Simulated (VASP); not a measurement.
```
AlTi
1.0
    2.88660     0.00000     0.00000
    0.00000     2.88660     0.00000
    0.00000     0.00000     4.15140
Ti Al
1 1
Direct
  0.00000   0.00000   0.00000
  0.50000   0.50000   0.50000
```

The base run (VASP): PBE GGA, plane waves, VASP's PBE PAW potentials (set 64). Run with 400 eV cut-off, 11×11×8 Γ-centred mesh, first-order Methfessel-Paxton smearing of 0.10 eV, potentials Ti_sv Al.

One setting is varied; ΔE counts from the most expensive setting. The base run took about 10 core-seconds. The timings are rough (shared machines, no repeats); factors under 2 mean little.

Pressures at a finite cut-off, here 400 eV, hold a Pulay part, which wasn't tested here.

```json
[
 {"setting": "KGAMMA = .TRUE., KSPACING = 0.8, KPOINTS file removed", "cost over the base run": "about 1/6", "electronic steps": "14", "ΔE (meV/atom)": "30.5", "pressure (GPa)": "-7.83"},
 {"setting": "KGAMMA = .TRUE., KSPACING = 0.6, KPOINTS file removed", "cost over the base run": "about 1/4", "electronic steps": "13", "ΔE (meV/atom)": "39.4", "pressure (GPa)": "-6.62"},
 {"setting": "KGAMMA = .TRUE., KSPACING = 0.5, KPOINTS file removed", "cost over the base run": "about 1/4", "electronic steps": "12", "ΔE (meV/atom)": "34.1", "pressure (GPa)": "-6.62"},
 {"setting": "KGAMMA = .TRUE., KSPACING = 0.4, KPOINTS file removed", "cost over the base run": "about 1/2", "electronic steps": "14", "ΔE (meV/atom)": "-0.1", "pressure (GPa)": "-6.64"},
 {"setting": "KGAMMA = .TRUE., KSPACING = 0.2, KPOINTS file removed", "cost over the base run": "within a factor of 2", "electronic steps": "13", "ΔE (meV/atom)": "0.0", "pressure (GPa)": "-6.67"},
 {"setting": "base run", "cost over the base run": "reference", "electronic steps": "13", "ΔE (meV/atom)": "0.0", "pressure (GPa)": "-6.67"}
]
```

Left out are runs that failed, have no time on record or changed the cell.

The compound is TiAl in the L1_0 structure. The cell was not relaxed at this level.
